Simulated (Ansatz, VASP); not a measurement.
# Cross-check of Zr (Zirconium) between VASP and Ansatz

Wanted: the spread between two codes on one cell, functional and k mesh. The structure shown comes from an earlier Ansatz run, which isn't shown and may have moved the atoms alone.

Calculated with Ansatz 0.2.0; plane waves, with VASP 6.6.1 beside it; elastic constants at LDA.

**1. Set-up**

The structure is hexagonal, space group P6_3/mmc (No. 194). Conventional cell: a = 3.214 Å, b = 3.214 Å, c = 4.924 Å, α = 90.00°, β = 90.00°, γ = 120.00°. Nearest to Zr lie 12 Zr at 3.08 to 3.21 Å.

**2. Ansatz: elastic constants, LDA, pair 1**

Ansatz runs on its default PAW (the set named soft_2) files.

Elastic constants are differences of stresses under small strains, so they test the stress and the mesh.

input.yaml reads:

```yaml
crystal:
  lattice:
    - [3.214403991, 0.0, 0.0]
    - [-1.6072019955, 2.7837555142, 0.0]
    - [0.0, 0.0, 4.924285017]
  atoms:
    - { symbol: Zr, position: [0.3333333333, 0.6666666667, 0.25] }
    - { symbol: Zr, position: [0.6666666667, 0.3333333333, 0.75] }
kpoints:
  mp_grid: { grid: [4, 4, 4] }
hamiltonian:
  xc: lda
scf:
  occupations: { method: methfessel_paxton, width: 0.25 }
output:
  forces: true
  stress: true
  eigenvalues: true
elastic:
  mode: relaxed_ion
  stencil: two_point
  amplitude: 0.01
```

On the command line:

```sh
$ ansatz run input.yaml --threads 4 --pin off --max-ram 16384MiB --backend cpu --events-out ev --progress --plain --runs-dir out
```

Numbers of over 12 decimals in the logs are rounded to 6 here.

Output:

```text
Engine: ansatz 0.2.0, aarch64-unknown-linux-gnu
Pseudopotentials: kind: paw
Pseudopotential: Zr, paw, valence charge 12, recommended cutoff 420 eV (normal), Zr.paw.azcp
Functional definition: SPW92
  exchange = slater_x
  correlation = pw_c
Crystal: 2 atoms, lattice volume = 44.063 Å³
Basis set: ecut = 420 eV, 881 PW (Γ)
Bands: 16, of which v1, the nominal top of the filled ones, is band 12 counted from 1 (11 counted from 0)
Symmetry: 24 space group operations
Space group: P63/mmc (ITA 194), of the structure as read, at distance tolerance 3.5e-5 Å
k-points: 12 of 64
Non-local potential: Zr, projectors of the file, l = 0: 3, l = 1: 2, l = 2: 2, l = 3: 2
PAW form: soft (Blöchl's): semilocal exchange-correlation on the pseudo side does not see the compensation charge
PAW frozen core: Zr, regenerated for the run's functional, and the local potential with it (the file was generated under x = pbe(κ = 0.804, μ = 0.219515), c = pbe(β = 0.066725))
PAW one-centre angular grid: Zr, 590 points (default); XC on 64 Gauss nodes
Initial density: superposition of atomic densities (neutral atoms: chi_scale 0, normalization atom), corrected by the library's trained network
Initial wavefunctions: pseudopotential atomic-orbital guess
Functional: x = slater, c = lda
SCF iter   1: F=—  HF=-8154.915612 eV  |F-HF|=—  |Δ(HF+E_count)|=         —  Δρ=6.32e-3  dr2=5.25e-3  ethr=1.77e-3  ⟨swp⟩=4.9  Hψ=1791  notcnv=0
automatic band count: the SCF goes on with 20 bands, as 16 were too few: the levels above may hold too much charge
preconditioner: auto → none  [metal: Δε(μ)=0.140 eV  Ē_g=5.174 eV  σ=0.250 eV  W_gap=0.45  n_scr=8 (ndim 8)  ℏωp=15.8 eV  f_vac=0.000  D(μ)=1.81/eV (n_scr^D=22)  sad-step TF]
SCF iter   2: F=—  HF=-8154.913898 eV  |F-HF|=—  |Δ(HF+E_count)|=   1.71e-3  S|Δr|=    0.00e0  Δρ=3.57e-3  dr2=1.77e-3  ethr=2.19e-5  ⟨swp⟩=1.0  Hψ=336  notcnv=0
SCF iter   3: F=—  HF=-8154.913685 eV  |F-HF|=—  |Δ(HF+E_count)|=   2.13e-4  S|Δr|=    0.00e0  Δρ=3.64e-4  dr2=3.34e-5  ethr=7.36e-6  ⟨swp⟩=2.0  Hψ=362  notcnv=0
SCF iter   4: F=—  HF=-8154.913674 eV  |F-HF|=—  |Δ(HF+E_count)|=   1.14e-5  S|Δr|=    0.00e0  Δρ=5.50e-5  dr2=8.64e-7  ethr=1.39e-7  ⟨swp⟩=2.1  Hψ=353  notcnv=0
SCF iter   5: F=—  HF=-8154.913674 eV  |F-HF|=—  |Δ(HF+E_count)|=   1.87e-7  S|Δr|=    0.00e0  Δρ=1.32e-5  dr2=2.55e-8  ethr=3.60e-9  ⟨swp⟩=2.6  Hψ=360  notcnv=0
SCF iter   6: F=—  HF=-8154.913674 eV  |F-HF|=—  |Δ(HF+E_count)|=   1.32e-8  S|Δr|=    0.00e0  Δρ=1.60e-6  dr2=6.19e-10  ethr=1.06e-10  ⟨swp⟩=2.1  Hψ=358  notcnv=0
SCF iter   7: F=—  HF=-8154.913674 eV  |F-HF|=—  |Δ(HF+E_count)|=  1.86e-10  S|Δr|=    0.00e0  Δρ=1.14e-7  dr2=1.67e-12  ethr=2.58e-12  ⟨swp⟩=2.1  Hψ=348  notcnv=0
SCF iter   8: F=-8154.913674 eV  HF=-8154.913674 eV  |F-HF|=5.46e-12  |Δ(HF+E_count)|=    0.00e0  S|Δr|=    0.00e0  Δρ=1.43e-8  dr2=3.08e-14  ethr=1.00e-12  ⟨swp⟩=6.6  Hψ=884  notcnv=0
SCF 1 converged in 8 iterations: F = -8154.913674 eV  dr2 = 3.08e-14
  greatest PAW one-centre occupation: 0.998 electrons in one spin orbital (limit 2), on the Zr atom at site 1 (counted from 0), in its partial waves of l = 0
Crystal: 2 atoms, lattice volume = 43.622 Å³
Basis set: ecut = 420 eV, 873 PW (Γ)
Bands: 20, of which v1, the nominal top of the filled ones, is band 12 counted from 1 (11 counted from 0)
Symmetry: 8 space group operations
k-points: 21 of 64
Initial density: handed on by an earlier stage of this run
Initial wavefunctions: pseudopotential atomic-orbital guess (no wavefunctions were taken with the density)
iter 1 solved again at ethr=3.18e-4 eV; its pass at ethr=3.10e-3 eV (dr2=7.63e-2 eV) is discarded
SCF iter   1: F=—  HF=-8154.945316 eV  |F-HF|=—  |Δ(HF+E_count)|=         —  Δρ=1.46e-2  dr2=7.51e-2  ethr=3.18e-4  ⟨swp⟩=1.0  Hψ=2319  notcnv=0
preconditioner: auto → none  [metal: Δε(μ)=0.050 eV  Ē_g=5.271 eV  σ=0.250 eV  W_gap=0.17  n_scr=8 (ndim 8)  ℏωp=15.9 eV  f_vac=0.000  D(μ)=1.75/eV (n_scr^D=22)]
SCF iter   2: F=—  HF=-8154.912386 eV  |F-HF|=—  |Δ(HF+E_count)|=   3.29e-2  S|Δr|=    0.00e0  Δρ=3.49e-3  dr2=3.13e-3  ethr=3.13e-4  ⟨swp⟩=3.0  Hψ=686  notcnv=0
SCF iter   3: F=—  HF=-8154.911120 eV  |F-HF|=—  |Δ(HF+E_count)|=   1.27e-3  S|Δr|=    0.00e0  Δρ=5.60e-4  dr2=6.04e-5  ethr=1.30e-5  ⟨swp⟩=2.1  Hψ=670  notcnv=0
SCF iter   4: F=—  HF=-8154.911132 eV  |F-HF|=—  |Δ(HF+E_count)|=   1.19e-5  S|Δr|=    0.00e0  Δρ=8.29e-5  dr2=2.15e-6  ethr=2.52e-7  ⟨swp⟩=2.0  Hψ=479  notcnv=0
SCF iter   5: F=—  HF=-8154.911133 eV  |F-HF|=—  |Δ(HF+E_count)|=   6.23e-7  S|Δr|=    0.00e0  Δρ=1.45e-5  dr2=4.02e-8  ethr=8.98e-9  ⟨swp⟩=2.0  Hψ=606  notcnv=0
SCF iter   6: F=—  HF=-8154.911133 eV  |F-HF|=—  |Δ(HF+E_count)|=   6.17e-9  S|Δr|=    0.00e0  Δρ=2.50e-6  dr2=1.78e-9  ethr=1.67e-10  ⟨swp⟩=2.5  Hψ=699  notcnv=0
SCF iter   7: F=—  HF=-8154.911133 eV  |F-HF|=—  |Δ(HF+E_count)|=  7.06e-10  S|Δr|=    0.00e0  Δρ=2.41e-7  dr2=1.49e-11  ethr=7.41e-12  ⟨swp⟩=2.5  Hψ=625  notcnv=0
[...]
relax step   1: F+E_penalty+E_count = -8154.91305717 eV  Δ(F+E_penalty+E_count) = +0.000e0 eV  max|allowed force component| = 3.211e-4 eV/Å  Δτ_max = 0.0000 Å  (10 SCF iters, accepted)
[...]
relax step   2: F+E_penalty+E_count = -8154.91305722 eV  Δ(F+E_penalty+E_count) = -5.020e-8 eV  max|allowed force component| = 5.225e-5 eV/Å  Δτ_max = 0.0001 Å  (6 SCF iters, accepted)
[...]
relax step   3: F+E_penalty+E_count = -8154.91305722 eV  Δ(F+E_penalty+E_count) = -8.595e-10 eV  max|allowed force component| = 9.737e-5 eV/Å  Δτ_max = 0.0000 Å  (5 SCF iters, accepted)
[...]
relax step   4: F+E_penalty+E_count = -8154.91305722 eV  Δ(F+E_penalty+E_count) = -6.630e-10 eV  max|allowed force component| = 3.396e-6 eV/Å  Δτ_max = 0.0000 Å  (5 SCF iters, accepted)
iter 1 solved again at ethr=1.00e-12 eV; its pass at ethr=3.10e-3 eV (dr2=2.63e-14 eV) is discarded
SCF iter   1: F=—  HF=-8154.913057 eV  |F-HF|=—  |Δ(HF+E_count)|=         —  Δρ=5.00e-9  dr2=1.67e-14  ethr=1.00e-12  ⟨swp⟩=1.3  Hψ=1953  notcnv=0
SCF iter   2: F=-8154.913057 eV  HF=-8154.913057 eV  |F-HF|=1.82e-12  |Δ(HF+E_count)|=  3.64e-12  S|Δr|=    0.00e0  Δρ=2.79e-9  dr2=1.37e-14  ethr=1.00e-12  ⟨swp⟩=4.0  Hψ=1443  notcnv=0
SCF 22 converged in 2 iterations: F = -8154.913057 eV  dr2 = 1.37e-14
SCF converged after 8 iterations
Stability not checked: this state was not tested for a lower state beside it, because cold or Methfessel-Paxton smearing, or corrected tetrahedra, fill the levels in a way that the test cannot read (fill_not_monotonic; see scf.lower_state_search)
Free energy (F): -8154.913674 eV
Harris-Foulkes:  -8154.913674 eV  (|F-HF|=5.46e-12)
Internal energy: -8154.919394 eV  (E = F + TS)
E sigma→0 (E₀):  -8154.915104 eV
Entropy (-TS):   0.005721 eV (2.860 meV/atom)
Fermi energy:    14.650450 eV
--- Per-component energies (eV) ---
  E_band       = -176.324539
  E_kinetic    = 668.981501
  E_local      = -1212.807531  (includes V_loc(G=0)·N_el)
  E_nonlocal   = 169.799418
  E_hartree    = 373.735605
  E_xc         = -321.422774
  E_vxc        = -381.839471  (∫ρ·V_xc dr)
  E_paw        = -5698.874845  (= ΣΔE_a)
  E_vpaw       = -167.929712  (= ΣTr[D̂ρ^β])
  E_aug_tail   = 0.000046  (compensation charges beyond the density's cutoff)
  E_ewald      = -2135.071616
  E_core_change = 0.740802  (= ΣΔE_core)
  E_smearing   = 0.005721  (= −TS)
  E_closure    = -0.000000  (closes the sum)
  Σ components = -8154.913674   (vs F -8154.913674, Δ=0.00e0)
--- Forces (eV/Å), atoms counted from 1 ---
  atom   1  Zr    -0.00000000    -0.00000000     0.00000000
  atom   2  Zr     0.00000000     0.00000000    -0.00000000
  max |Σ_I F_I| component: 3.70e-17 eV/Å
--- Stress (GPa, compression-positive) ---
       -0.007966       0.000000       0.000000
        0.000000      -0.007966       0.000000
        0.000000       0.000000      -0.014044
  P = ⅓ Tr σ = -0.0100 GPa (-0.100 kbar)
--- Band table (eV; the first three rows and the last of 12) ---
  k-point 0: bands = [... 8 lower, 8.9147, 11.4457, 15.3921, 15.3921, 15.9903, 16.2336, 16.2336, 16.4560, ... 4 higher]
  k-point 1: bands = [... 8 lower, 9.4849, 11.4623, 15.1258, 15.1258, 15.4829, 15.5433, 15.7844, 15.7844, ... 4 higher]
  k-point 2: bands = [... 8 lower, 10.7794, 10.7794, 14.8634, 14.8634, 15.2075, 15.2075, 15.2075, 15.2075, ... 4 higher]
  k-point 11: bands = [... 8 lower, 12.3992, 12.3992, 13.9661, 13.9661, 14.6012, 14.6012, 16.4902, 16.4902, ... 4 higher]
--- Elastic constants: 3 strain directions × 2 members + reference (group order 24) ---
  dense FFT box of the reference and of every strained cell: 24×24×36
  strains applied: 11, 33, 23; error gains: componentwise 1.00 (the most a stress slope's error grows in a printed constant), spectral 1.41 (1 for all six strains in a standard setting)
  C = ∂σ_k/∂η_j (tension-positive GPa; Voigt order 11 22 33 23 13 12):
       173.892     81.942     57.814      0.000      0.000     -0.000
        81.942    173.892     57.814     -0.000      0.000      0.000
        58.732     58.732    220.965     -0.000      0.000      0.000
         0.000      0.000      0.000     44.397      0.000      0.000
         0.000      0.000      0.000      0.000     44.397      0.000
        -0.000      0.000     -0.000      0.000      0.000     45.975
  reference stress σ⁰ (GPa):      0.008      0.008      0.014     -0.000     -0.000     -0.000
  C* (energy form; C + prestress term) asymmetry max|C*_kj − C*_jk| = 9.241e-1 GPa — a small one proves nothing (zero by symmetry where the batch's group is 432, −43m or m−3m); a large one is finite-difference/SCF noise where every solve meets its electron count
  moduli (Voigt/Reuss/Hill, GPa): K = 107.30/107.04/107.17   G = 51.64/49.26/50.45   E = 130.82   ν = 0.297
  mechanically stable: yes (min eigenvalue of sym C = 44.40 GPa)
  harmonic check of the ions' relaxations: strain 23: 1 pair too noisy to judge: this check cannot speak for C14 to C64 (a tighter `scf.convergence.dr2_threshold` may let it)
  the stresses are not corrected for the forces that the relaxations left standing (`elastic.f_tol`)
  strain η (Voigt 11):  stress-route row diagonal C_11 = 173.89 GPa, energy-path curvature d²(F+E_count+ΔE)/dδ²/Ω₀ = 175.51 GPa
         δ    σ_11 (GPa)             F (eV)   n_scf  n_hpsi   n_pw
    -1.000e-2      -1.7485       -8154.9112608       2    3290    873   relax 4 steps, max|allowed force component| 3.08e-5 eV/Å
     1.000e-2       1.7293       -8154.9112507       2    3279    892   relax 3 steps, max|allowed force component| 3.33e-5 eV/Å
  strain η (Voigt 33):  stress-route row diagonal C_33 = 220.96 GPa, energy-path curvature d²(F+E_count+ΔE)/dδ²/Ω₀ = 221.27 GPa
         δ    σ_33 (GPa)             F (eV)   n_scf  n_hpsi   n_pw
    -1.000e-2      -2.2187       -8154.9106366       7    3801    869   relax 0 steps, max|allowed force component| 1.04e-16 eV/Å
     1.000e-2       2.2006       -8154.9106110       6    3123    893   relax 0 steps, max|allowed force component| 6.48e-17 eV/Å
  strain η (Voigt 23):  stress-route row diagonal C_44 = 44.40 GPa, energy-path curvature d²(F+E_count+ΔE)/dδ²/Ω₀ = 44.47 GPa
         δ    σ_23 (GPa)             F (eV)   n_scf  n_hpsi   n_pw
    -1.000e-2      -0.4440       -8154.9130572       2    3759    881   relax 4 steps, max|allowed force component| 3.35e-6 eV/Å
     1.000e-2       0.4440       -8154.9130572       2    3732    881   relax 4 steps, max|allowed force component| 3.40e-6 eV/Å
```

(Continued in part 2 of 2.)

[Lines on the potential files, build, host, timing and source positions are cut from VASP's logs without a mark.]

[Logs are printed without paths, hosts, clocks, repeated set-up lines and the standing remarks that a program may print on its own settings, such as how far it seeks lower states.]

[Hosts, paths, dates, database ids (printed as entryN), source tags and the programs' standing remarks are cut or masked in the printed files.]
